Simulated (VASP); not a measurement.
VASP ran on this input.

**INCAR**
```
NELM = 100   ! most electronic steps
ALGO = Normal
LCHARG = .FALSE.
LASPH = .TRUE.   ! aspherical one-centre terms
LMIXTAU = .TRUE.
ISMEAR = 0   ! Gaussian
SYSTEM = SnTe
EDIFF = 1E-7
ENCUT = 520
METAGGA = R2SCAN
ISIF = 2   ! forces and stress, cell fixed
LWAVE = .FALSE.
PREC = Accurate
LMAXMIX = 4
LREAL = .FALSE.   ! projection in real space or not
SIGMA = 0.05   ! width (eV)
```

KPOINTS:
```
Automatic mesh
0
Gamma
7 7 7
0 0 0
```

**POSCAR**
```
SnTe
1.0
  0.0000000000   3.1524432583   3.1524432583
  3.1524432583   0.0000000000   3.1524432583
  3.1524432583   3.1524432583   0.0000000000
Sn Te
1 1
Cart
  0.0000000000   0.0000000000   0.0000000000
  3.1524432583   3.1524432583   3.1524432583
```

POTCAR, in this order: Sn_d Te (PBE.64 set). Program: vasp_std.

### Question
Translate this r2SCAN calculation to Ansatz.

### Answer
One equivalent input (not run):
Ansatz 0.2 input:
```yaml
crystal:
  lattice:
    - [0.0000000, 3.1524433, 3.1524433]
    - [3.1524433, 0.0000000, 3.1524433]
    - [3.1524433, 3.1524433, 0.0000000]
  atoms:
    - { symbol: Sn, position: [0.0000000, 0.0000000, 0.0000000] }
    - { symbol: Te, position: [0.5000000, 0.5000000, 0.5000000] }
kpoints:
  mp_grid: { grid: [7, 7, 7] }
hamiltonian:
  xc: r2scan
  pseudopotentials: { kind: paw }
scf:
  occupations: { method: gaussian, width: 0.05 }
  max_iter: 100
output: { forces: true, stress: true, eigenvalues: true }
```
Limits of the translation: each code has its own PAW files, so the cut-off isn't converted (ENCUT is set for VASP's; basis.ecutwfc is left out, and Ansatz then takes the one that its files recommend); Ansatz stops its SCF on the density residual and VASP on the energy change (EDIFF).

The compound is SnTe in the rock salt structure, which distorts at low temperature. This cell is one point of a volume scan, at 0.97 of the reference volume.
